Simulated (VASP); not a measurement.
All values below come from LDA (Ceperley-Alder, Perdew-Zunger), VASP's LDA PAW potentials (set 64) (plane waves; VASP).

A VASP calculation is set up with these files.

KPOINTS:
```
Automatic mesh
0
Gamma
7 7 7
0 0 0
```

**POSCAR**
```
Mo3Si
1
    4.7862260228     0.0000000000     0.0000000000
   -0.0000000000     4.7862260228     0.0000000000
    0.0000000000    -0.0000000000     4.7862260228
Si Mo
2 6
Direct
  0.5000000000   0.5000000000   0.5000000000
  0.0000000000   0.0000000000   0.0000000000
  0.2500000000   0.0000000000   0.5000000000
  0.5000000000   0.2500000000   0.0000000000
  0.5000000000   0.7500000000   0.0000000000
  0.7500000000   0.0000000000   0.5000000000
  0.0000000000   0.5000000000   0.7500000000
  0.0000000000   0.5000000000   0.2500000000
```

INCAR:
```
! general
SYSTEM   =  Mo3Si
PREC     =  Accurate
ENCUT    =  500
LREAL    =  .FALSE.
LASPH    =  .TRUE.

! electronic loop
EDIFF    =  1E-6
NELM     =  100
ALGO     =  Normal
LMAXMIX  =  4

! smearing
ISMEAR   =  1
SIGMA    =  0.1

! ions
IBRION   =  2
NSW      =  40
ISIF     =  3
EDIFFG   =  -0.02
PSTRESS  =  100

! output
LWAVE    =  .FALSE.
LCHARG   =  .FALSE.
```

POTCAR, in this order: Si Mo_sv (LDA.64 set). Program: vasp_std.

The run wrote:

File OSZICAR:
```
       N       E                     dE             d eps       ncg     rms          rms(c)
DAV:   1     0.119088557259E+04    0.11909E+04   -0.53738E+04  2200   0.169E+03
DAV:   2    -0.338813696731E+02   -0.12248E+04   -0.11959E+04  2326   0.556E+02
DAV:   3    -0.905365277428E+02   -0.56655E+02   -0.55110E+02  2824   0.110E+02
DAV:   4    -0.917186346728E+02   -0.11821E+01   -0.11675E+01  2664   0.135E+01
DAV:   5    -0.917398257810E+02   -0.21191E-01   -0.21157E-01  2594   0.179E+00    0.524E+01
DAV:   6    -0.879790567600E+02    0.37608E+01   -0.12821E+01  2477   0.177E+01    0.154E+01
DAV:   7    -0.876252739079E+02    0.35378E+00   -0.92744E-01  2706   0.457E+00    0.387E+00
DAV:   8    -0.875684910425E+02    0.56783E-01   -0.12402E-01  2497   0.127E+00    0.555E-01
DAV:   9    -0.875674802940E+02    0.10107E-02   -0.65298E-03  2617   0.312E-01    0.306E-01
DAV:  10    -0.875672937364E+02    0.18656E-03   -0.76355E-04  2701   0.181E-01    0.977E-02
DAV:  11    -0.875673019206E+02   -0.81841E-05   -0.18518E-05  2522   0.233E-02    0.260E-02
DAV:  12    -0.875673005676E+02    0.13530E-05   -0.54796E-06  2533   0.140E-02    0.494E-03
DAV:  13    -0.875673005933E+02   -0.25670E-07   -0.15147E-07  1513   0.183E-03
   1 F= -.80723946E+02 E0= -.80723270E+02  d E =-.807239E+02
```

**OUTCAR**
```
------------------------ aborting loop because EDIFF is reached ----------------------------------------
  FORCE on cell =-STRESS in cart. coord.  units (eV):
  Direction    XX          YY          ZZ          XY          YZ          ZX
  --------------------------------------------------------------------------------------
  Total        6.7680602      6.7680602      6.7680602      0.0000000     -0.0000000      0.0000000
  in kB       98.8997478     98.8997478     98.8997478      0.0000000     -0.0000000      0.0000000
  external PRESSURE =      -1.1002522 kB  Pullay stress =     100.0000000 kB
  volume of cell :      109.64
      direct lattice vectors                 reciprocal lattice vectors
     4.786226023  0.000000000  0.000000000     0.208932883  0.000000000  0.000000000
     0.000000000  4.786226023  0.000000000     0.000000000  0.208932883  0.000000000
     0.000000000  0.000000000  4.786226023     0.000000000  0.000000000  0.208932883
 POSITION                                       TOTAL-FORCE (eV/Angst)
 -----------------------------------------------------------------------------------
      2.39311      2.39311      2.39311        -0.000000      0.000000      0.000000
      0.00000      0.00000      0.00000        -0.000000      0.000000      0.000000
      1.19656      0.00000      2.39311         0.000000     -0.000000     -0.000000
      2.39311      1.19656      0.00000        -0.000000      0.000000      0.000000
      2.39311      3.58967      0.00000        -0.000000     -0.000000     -0.000000
      3.58967      0.00000      2.39311        -0.000000     -0.000000      0.000000
      0.00000      2.39311      3.58967         0.000000      0.000000      0.000000
      0.00000      2.39311      1.19656         0.000000      0.000000     -0.000000
 -----------------------------------------------------------------------------------
    total drift:                                0.000000      0.000000     -0.000000
  FREE ENERGIE OF THE ION-ELECTRON SYSTEM (eV)
  ---------------------------------------------------
  free  energy   TOTEN  =       -87.5673005933 eV

  energy  without entropy=      -87.5652730177  energy(sigma->0) =      -87.56662473
  enthalpy is  TOTEN    =       -80.7239462384 eV   P V=        6.8433543549

 reached required accuracy - stopping structural energy minimisation
```
(Selected blocks of OUTCAR.)

**OUTCAR**
```
 val. band max:       13.6781795212   @ k =   0.4286   0.2857   0.1429

 cond. band min:      13.7300659639   @ k =   0.2857   0.0000   0.0000


 Fermi energy:        13.6828859336

 k-point     1 :       0.0000    0.0000    0.0000
  band No.  band energies     occupation
      1     -47.2679      2.00000
      2     -47.1119      2.00000
      3     -47.1119      2.00000
      4     -46.6946      2.00000
      5     -46.6946      2.00000
      6     -46.6946      2.00000
      7     -22.9363      2.00000
      8     -22.9363      2.00000
      9     -22.6860      2.00000
     10     -21.7472      2.00000
     11     -21.7472      2.00000
     12     -21.7472      2.00000
     13     -21.1283      2.00000
     14     -21.1283      2.00000
     15     -21.1283      2.00000
     16     -21.0846      2.00000
     17     -21.0846      2.00000
     18     -21.0846      2.00000
     19     -20.9292      2.00000
     20     -20.9292      2.00000
     21     -20.9292      2.00000
     22     -20.0642      2.00000
     23     -20.0642      2.00000
     24     -20.0642      2.00000
     25       2.8588      2.00000
     26       4.4784      2.00000
     27       7.8996      2.00000
     28       7.8996      2.00000
     29       7.8996      2.00000
     30       8.4167      2.00000
     31       8.4167      2.00000
     32       8.4167      2.00000
     33       8.7955      2.00000
     34       8.7955      2.00000
     35       9.2374      2.00000
     36      10.4021      2.00000
     37      10.6437      2.00000
     38      10.6437      2.00000
     39      10.6437      2.00000
     40      11.3390      2.00000
     41      11.3390      2.00000
     42      11.3390      2.00000
     43      11.9973      2.00000
     44      11.9973      2.00000
     45      15.0403     -0.00000
     46      15.0403     -0.00000
     47      15.0403     -0.00000
     48      16.0515      0.00000
     49      16.2865      0.00000
     50      16.2865      0.00000
     51      16.5431      0.00000
...
```

The compound is Mo3Si in the A15 structure. It was relaxed first under an external pressure of 10 GPa.
